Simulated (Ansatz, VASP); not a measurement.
# Cross-check of Co (Co(0001)) between VASP and Ansatz

Aim: how closely do two programs agree when they are given the same cell, functional and k mesh? The cell is taken from a series of runs on this material, whose earlier steps may have relaxed, scaled, displaced or heated it; both programs get it as it stands.

Calculated with Ansatz 0.2.0; plane waves, with VASP 6.6.1 beside it; single point at r2SCAN.

## Step 1: The starting structure

The cell holds 7 atoms: 7 Co. Its edges and angles: a = 2.510 Å, b = 2.510 Å, c = 30.214 Å, α = 90.0°, β = 90.0°, γ = 60.0°. Vacuum lies along c.

## Step 2: Ansatz: single point, r2SCAN

Ansatz runs on its default PAW (the set named soft_2) files.

A single point gives forces, pressure and levels at one fixed geometry, so differences don't come from the geometry; what else differs is listed under the comparison.

input.yaml

```yaml
crystal:
  lattice:
    - [2.51, 0.0, 0.0]
    - [1.255, 2.1737237635, 0.0]
    - [0.0, 0.0, 30.21366]
  atoms:
    - { symbol: Co, position: [0.0, 0.0, 0.2978785093], spin: 1.7 }
    - { symbol: Co, position: [0.6666666667, 0.6666666667, 0.3652523395], spin: 1.7 }
    - { symbol: Co, position: [0.0, 0.0, 0.4326261698], spin: 1.7 }
    - { symbol: Co, position: [0.6666666667, 0.6666666667, 0.5], spin: 1.7 }
    - { symbol: Co, position: [0.0, 0.0, 0.5673738302], spin: 1.7 }
    - { symbol: Co, position: [0.6666666667, 0.6666666667, 0.6347476605], spin: 1.7 }
    - { symbol: Co, position: [0.0, 0.0, 0.7021214907], spin: 1.7 }
magnetization:
  spin_polarized: true
kpoints:
  mp_grid: { grid: [19, 19, 1] }
hamiltonian:
  xc: r2scan
scf:
  occupations: { method: fermi_dirac, width: 0.1 }
  convergence: { dr2_threshold: 1.0e-09 }
efield:
  axis: 3
  dipole_correction: true
  ramp_position: 0.97
  ramp_width: 0.06
output:
  write_potential: true
  write_density: true
  volumetric_format: npy
```

On the command line:

```
ansatz run input.yaml --threads 4 --pin off --max-ram 6144MiB --backend cpu --events-out ev --progress --plain --runs-dir out
```

Numbers of over 12 decimals in the logs are rounded to 6 here.

Output:

```text
Engine: ansatz 0.2.0, aarch64-unknown-linux-gnu
Pseudopotentials: kind: paw
Pseudopotential: Co, paw, valence charge 17, recommended cutoff 500 eV (meta_gga), Co.paw.azcp
Functional definition: r2SCAN
  parameter k0 = 0.174
  parameter k1 = 0.065
  parameter a1 = 4.9479
  exchange = r2scan_x(k0 = k0, k1 = k1, a1 = a1)
  correlation = r2scan_c
Crystal: 7 atoms, lattice volume = 164.847 Å³
Basis set: ecut = 500 eV, 4197 PW (Γ), exchange–correlation on 80×80×900 points (64 copies of the dense FFT grid, shifted against one another)
Bands: 79, of which v1, the nominal top of the filled ones, is band 60 counted from 1 (59 counted from 0)
Symmetry: 6 space group operations
k-points: 40 of 361 (time reversal used)
Non-local potential: Co, projectors of the file, l = 0: 3, l = 1: 2, l = 2: 3, l = 3: 1
PAW form: soft (Blöchl's): semilocal exchange-correlation on the pseudo side does not see the compensation charge
PAW frozen core: Co, regenerated for the run's functional (the file was generated under x = pbe(κ = 0.804, μ = 0.219515), c = pbe(β = 0.066725))
PAW one-centre angular grid: Co, 590 points (default); XC on 160 Gauss nodes
Initial density: superposition of atomic densities (neutral atoms: chi_scale 0, normalization atom)
Starting moments: Σ|m| = 11.9 μB on 7 of 7 sites
Initial wavefunctions: pseudopotential atomic-orbital guess
Functional: x = r2scan, c = r2scan; τ floored in thin density (d = 2e-4 eV/Å³)
SCF iter   1: F=—  HF=-35914.710573 eV  |F-HF|=—  |Δ(HF+E_count)|=         —  Δρ=7.23e-2 (↑1.77e-2 ↓7.23e-2)  dr2=9.82e0  dr2_τ=6.51e-2  dr2_m=2.78e0  M=12.656 μB ∫|m|=13.227 μB  β_m=1.00  ethr=3.10e-3  p=0.000 e·Å  D=9.75e-14 V/Å  ΔV_dip=-0.00 eV  dr2_dipole=4.41e-7  V_vac-E_F(+/−)=7.78/7.78 eV  ⟨swp⟩=9.7  Hψ=30445  notcnv=0  defer=121
Mixer restart at iter 1: flushing history
efield: sawtooth ramp at fractional position 0.9700 (set: `efield.ramp_position`, or a place that a band, a saddle search or an elastic batch's reference lends), width 0.0600; the density the first Hamiltonian is built on has a dipole p = 0.000 e·Å; the dipole correction subtracts the counter field D = 9.75e-14 V/Å, which shifts the + side's vacuum level by -0.00 eV against the − side's; the planar-averaged density in the ramp window peaks in size at 2.1e-7 e/Å³
preconditioner: auto → LDOS  [metal: Δε(μ)=0.005 eV  Ē_g=7.803 eV  σ=0.100 eV  W_gap=0.01  n_scr=24 (ndim 8)  ℏωp=23.0 eV  f_vac=0.488  D(μ)=6.89/eV (n_scr^D=26)]
spin=Collinear: LDOS preconditioning applied to the charge; magnetization (m = ρ↑ − ρ↓) channel mixes plain (no charge-response kernel on spin).
SCF iter   2: F=—  HF=-35914.253814 eV  |F-HF|=—  |Δ(HF+E_count)|=   4.57e-1  Δρ=1.63e-2 (↑1.63e-2 ↓1.03e-2)  dr2=7.42e-1  dr2_τ=2.93e-2  dr2_m=2.03e-1  M=12.599 μB ∫|m|=13.983 μB  β_m=1.00  ethr=3.10e-3  p=0.000 e·Å  D=7.98e-7 V/Å  ΔV_dip=-0.00 eV  dr2_dipole=3.02e-7  V_vac-E_F(+/−)=6.77/6.77 eV  ⟨swp⟩=2.8  Hψ=11164  notcnv=0  defer=314  κ⁻¹=1.0e0(r=1)
SCF iter   3: F=—  HF=-35916.618554 eV  |F-HF|=—  |Δ(HF+E_count)|=    2.36e0  Δρ=5.49e-3 (↑5.49e-3 ↓4.52e-3)  dr2=2.15e-1  dr2_τ=4.41e-3  dr2_m=1.21e-2  M=12.561 μB ∫|m|=14.389 μB  β_m=1.00  ethr=6.23e-4  p=0.000 e·Å  D=3.38e-6 V/Å  ΔV_dip=-0.00 eV  dr2_dipole=4.13e-9  V_vac-E_F(+/−)=6.22/6.22 eV  ⟨swp⟩=3.0  Hψ=10947  notcnv=0  defer=323  κ⁻¹=2.9e-2(r=2)
SCF iter   4: F=—  HF=-35918.365386 eV  |F-HF|=—  |Δ(HF+E_count)|=         —  Δρ=8.12e-3 (↑8.12e-3 ↓5.30e-3)  dr2=4.38e-2  dr2_τ=8.58e-4  dr2_m=5.87e-2  M=12.868 μB ∫|m|=15.024 μB  β_m=1.00  ethr=1.81e-4  p=-0.000 e·Å  D=-1.10e-7 V/Å  ΔV_dip=0.00 eV  dr2_dipole=1.83e-9  V_vac-E_F(+/−)=5.62/5.62 eV  ⟨swp⟩=3.4  Hψ=12406  notcnv=0  defer=312  κ⁻¹=2.9e-2(r=2)
SCF iter   5: F=—  HF=-35918.833549 eV  |F-HF|=—  |Δ(HF+E_count)|=   4.68e-1  Δρ=3.10e-3 (↑1.71e-3 ↓3.10e-3)  dr2=2.35e-2  dr2_τ=5.26e-4  dr2_m=2.70e-3  M=12.762 μB ∫|m|=15.076 μB  β_m=1.00  ethr=3.68e-5  p=-0.000 e·Å  D=-1.23e-6 V/Å  ΔV_dip=0.00 eV  dr2_dipole=2.75e-9  V_vac-E_F(+/−)=5.36/5.36 eV  ⟨swp⟩=2.8  Hψ=13222  notcnv=0  defer=316  κ⁻¹=4.3e-3(r=3)
SCF iter   6: F=—  HF=-35918.953785 eV  |F-HF|=—  |Δ(HF+E_count)|=   1.20e-1  Δρ=1.83e-3 (↑1.67e-3 ↓1.83e-3)  dr2=1.48e-2  dr2_τ=2.16e-4  dr2_m=1.16e-4  M=12.726 μB ∫|m|=15.048 μB  β_m=1.00  ethr=1.98e-5  p=-0.000 e·Å  D=-2.85e-6 V/Å  ΔV_dip=0.00 eV  dr2_dipole=7.81e-11  V_vac-E_F(+/−)=5.30/5.30 eV  ⟨swp⟩=2.1  Hψ=9487  notcnv=0  defer=316  κ⁻¹=2.8e-4(r=4)
SCF iter   7: F=—  HF=-35919.064629 eV  |F-HF|=—  |Δ(HF+E_count)|=   1.11e-1  Δρ=1.61e-3 (↑9.29e-4 ↓1.61e-3)  dr2=7.13e-3  dr2_τ=1.24e-4  dr2_m=4.95e-4  M=12.663 μB ∫|m|=15.041 μB  β_m=1.00  ethr=1.24e-5  p=-0.000 e·Å  D=-3.54e-6 V/Å  ΔV_dip=0.00 eV  dr2_dipole=2.72e-10  V_vac-E_F(+/−)=5.17/5.17 eV  ⟨swp⟩=2.2  Hψ=12266  notcnv=0  defer=330  κ⁻¹=6.0e-5(r=5)
[...]
Mixer restart at iter 24: flushing history
SCF iter  25: F=-35919.094105 eV  HF=-35919.094105 eV  |F-HF|=6.91e-9  |Δ(HF+E_count)|=   1.03e-9  Δρ=7.64e-7 (↑1.04e-7 ↓7.64e-7)  dr2=7.45e-9  dr2_τ=5.67e-12  dr2_m=1.70e-10  M=12.618 μB ∫|m|=14.999 μB  β_m=1.00  ethr=1.00e-12  p=0.000 e·Å  D=6.68e-8 V/Å  ΔV_dip=-0.00 eV  dr2_dipole=2.25e-10  V_vac-E_F(+/−)=4.98/4.98 eV  ⟨swp⟩=1.3  Hψ=6505  notcnv=0  κ⁻¹=1.0e0(r=1)
SCF iter  26: F=-35919.094105 eV  HF=-35919.094105 eV  |F-HF|=1.31e-8  |Δ(HF+E_count)|=  5.82e-11  Δρ=6.10e-7 (↑7.84e-8 ↓6.10e-7)  dr2=8.27e-9  dr2_τ=3.57e-12  dr2_m=1.15e-10  M=12.618 μB ∫|m|=14.999 μB  β_m=1.00  ethr=1.00e-12  p=-0.000 e·Å  D=-3.38e-7 V/Å  ΔV_dip=0.00 eV  dr2_dipole=4.54e-9  V_vac-E_F(+/−)=4.98/4.98 eV  ⟨swp⟩=1.4  Hψ=6599  notcnv=0  κ⁻¹=5.8e-2(r=2)
SCF iter  27: F=-35919.094105 eV  HF=-35919.094105 eV  |F-HF|=2.34e-8  |Δ(HF+E_count)|=  1.31e-10  Δρ=8.03e-7 (↑1.04e-7 ↓8.03e-7)  dr2=1.52e-8  dr2_τ=5.90e-12  dr2_m=1.95e-10  M=12.618 μB ∫|m|=14.999 μB  β_m=1.00  ethr=1.00e-12  p=0.000 e·Å  D=4.41e-7 V/Å  ΔV_dip=-0.00 eV  dr2_dipole=8.10e-9  V_vac-E_F(+/−)=4.98/4.98 eV  ⟨swp⟩=1.6  Hψ=6806  notcnv=0  κ⁻¹=1.4e-3(r=3)
SCF iter  28: F=-35919.094105 eV  HF=-35919.094105 eV  |F-HF|=4.37e-11  |Δ(HF+E_count)|=  9.46e-11  Δρ=2.72e-7 (↑4.72e-8 ↓2.72e-7)  dr2=2.16e-10  dr2_τ=8.80e-13  dr2_m=2.23e-11  M=12.618 μB ∫|m|=14.999 μB  ethr=1.00e-12  p=0.000 e·Å  D=5.90e-9 V/Å  ΔV_dip=-0.00 eV  dr2_dipole=4.77e-13  V_vac-E_F(+/−)=4.98/4.98 eV  ⟨swp⟩=4.9  Hψ=17106  notcnv=0
SCF 1 converged in 28 iterations: F = -35919.094105 eV  dr2 = 2.16e-10
  greatest PAW one-centre occupation: 1.004 electrons in one spin orbital (limit 2), on the Co atom at site 0 (counted from 0), in its partial waves of l = 1
WARN: The output density's exchange-correlation potential varies sharply where the density is thin. Do not read a vacuum level from v_tot or v_xc, or from such a field of the output density. On a cell that repeats whose density bears no net charge and no dipole along the vacuum's axis use v_es (v_loc + v_h of the components); under efield.dipole_correction with no amplitude use v_es + v_field, which holds any externa [...]
this state was not tested for a lower state beside it, because the mixer in use, unlike msr1, does not test its closes by its own steps (another_mixer; see scf.mixing.algorithm and scf.lower_state_search)
SCF converged after 28 iterations
an eigenvalue changed by more than its tolerance at an iteration that met the thresholds in force, so the SCF went on 2 times, its first undamped step at iteration 24: the last check found none over its tolerance
Magnetization: 12.6178 μB (65.8089 up, 53.1911 down)
Absolute magnetization: 15.0111 μB (∫|ρ↑−ρ↓|, with the PAW one-centre terms)
Spin contamination: 0.5783 ħ² per cell (⟨S²⟩ above its minimum at these occupations)
Per-site moments (μB) at R_I (Å): [(2.007194, 1.030734), (1.933443, 1.030734), (1.921798, 1.030734), (1.921692, 1.030734), (1.921798, 1.030734), (1.933444, 1.030734), (2.007193, 1.030734)]
Free energy (F): -35919.094105 eV
Harris-Foulkes:  -35919.094105 eV  (|F-HF|=4.37e-11)
Internal energy: -35918.890890 eV  (E = F + TS)
E sigma→0 (E₀):  -35918.992498 eV
Entropy (-TS):   -0.203215 eV (-29.031 meV/atom)
Fermi energy:    6.058510 eV
Dipole field:    D = 0.000001 V/Å  (p = 0.000001 e·Å, saw-weighted, corrected)
Work function:   Φ+ = 4.9785 eV   Φ− = 4.9786 eV
Levels:          The Fermi level and band energies are counted from a zero that moves with the ramp; work functions are not
--- Per-component energies (eV) ---
  E_band       = -3391.395137
  E_kinetic    = 3167.824825
  E_local      = -354798.785648  (includes V_loc(G=0)·N_el)
  E_nonlocal   = 3196.448768
  E_hartree    = 175047.526568
  E_xc         = -1098.013559
  E_vxc        = -1601.841294  (∫ρ·V_xc dr)
  E_paw        = -10667.599897  (= ΣΔE_a)
  E_vpaw       = -3552.883035  (= ΣTr[D̂ρ^β])
  E_aug_tail   = 0.000264  (compensation charges beyond the density's cutoff)
  E_vtau       = 102.792738  (kinetic-family band-sum trace: ∫τ·v_τ [+ j·A + Jᵃ·Aᵃ] dr)
  E_efield     = 0.000000  (sawtooth field / dipole correction)
  E_vefield    = 0.000000  (∫n·V_field dr)
  E_ewald      = 149235.774232
  E_core_change = -2.066443  (= ΣΔE_core)
  E_smearing   = -0.203215  (= −TS)
  E_closure    = -0.000000  (closes the sum)
  Σ components = -35919.094105   (vs F -35919.094105, Δ=0.00e0)
--- Band table (eV; the first three rows and the last of 80) ---
  k-point 0 ↑: bands = [... 56 lower, 3.5255, 3.5255, 3.7812, 3.7812, 4.0122, 4.0122, 4.1091, 4.1836, ... 15 higher]
  k-point 1 ↑: bands = [... 56 lower, 3.5125, 3.5164, 3.6544, 3.7718, 3.8326, 3.9953, 4.0073, 4.0983, ... 15 higher]
  k-point 2 ↑: bands = [... 56 lower, 3.3664, 3.4524, 3.4849, 3.6895, 3.7492, 3.8298, 3.9945, 4.0459, ... 15 higher]
  k-point 39 ↓: bands = [... 56 lower, 7.0500, 7.1628, 7.1810, 7.1997, 7.2231, 7.2662, 7.2823, 10.8565, ... 15 higher]
```

In the SCF lines HF is the Harris–Foulkes energy and dr2 the Hartree energy of the density residual, in eV; the loop may stop once dr2 is under the threshold and the program's other checks hold. Hψ counts applications of the Hamiltonian.

(Part 1 of 2 ends here.)

[Lines on the potential files, build, host, timing and source positions are cut from VASP's logs without a mark.]

[Logs are printed without paths, hosts, clocks, repeated set-up lines and the standing remarks that a program may print on its own settings, such as how far it seeks lower states.]

[Hosts, paths, dates, database ids (printed as entryN), source tags and the programs' standing remarks are cut or masked in the printed files.]
